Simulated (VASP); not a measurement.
An input for Ansatz (written as the equivalent of a VASP run, and not itself run):

Ansatz 0.2 input:
```yaml
crystal:
  lattice:
    - [2.1621064, -3.7448787, 0.0000000]
    - [2.1621064, 3.7448787, 0.0000000]
    - [0.0000000, 0.0000000, 6.6987921]
  atoms:
    - { symbol: Pb, position: [0.0000000, 1.0000000, 0.0000000] }
    - { symbol: I, position: [0.3333330, 0.6666670, 0.2903685] }
    - { symbol: I, position: [0.6666670, 0.3333330, 0.7096315] }
kpoints:
  mp_grid: { grid: [6, 6, 4] }
hamiltonian:
  xc: pbe
  pseudopotentials: { kind: paw }
scf:
  occupations: { method: gaussian, width: 0.05 }
  max_iter: 100
relax:
  max_steps: 40
  f_tol: 0.01
  cell: { p_target: 5 }
output: { forces: true, stress: true, eigenvalues: true }
```

Question: Translate this input to VASP (INCAR, KPOINTS, POSCAR, choice of POTCAR).

Answer: This is not unique; one that fits is 
**POSCAR**
```
PbI2
1
    2.1621064301    -3.7448787004     0.0000000000
    2.1621064301     3.7448787004    -0.0000000000
    0.0000000000    -0.0000000000     6.6987921353
Pb I
1 2
Direct
  0.0000000000   1.0000000000   0.0000000000
  0.3333330000   0.6666670000   0.2903684576
  0.6666670000   0.3333330000   0.7096315424
```

INCAR:
```
SYSTEM=PbI2
PREC=Accurate; ENCUT=480; LREAL=.False.
LASPH=.True.
EDIFF=1E-7; NELM=100; ALGO=Normal
LMAXMIX=4
ISMEAR=0; SIGMA=0.05
GGA=PE
IBRION=2; NSW=40; ISIF=3
EDIFFG=-0.01; PSTRESS=50
LWAVE=.False.; LCHARG=.False.
```

KPOINTS:
```
Automatic mesh
0
gamma
 6 6 4
0 0 0
```

POTCAR, in this order: Pb_d I (PBE.64 set). Program: vasp_std.

Limits of the translation: each code has its own PAW files, so the cut-off isn't converted (ENCUT is set for VASP's; basis.ecutwfc is left out, and Ansatz then takes the one that its files recommend); Ansatz stops its SCF on the density residual and VASP on the energy change (EDIFF).

The compound is PbI2 in the 1T layered structure. It was relaxed first under an external pressure of 5 GPa.
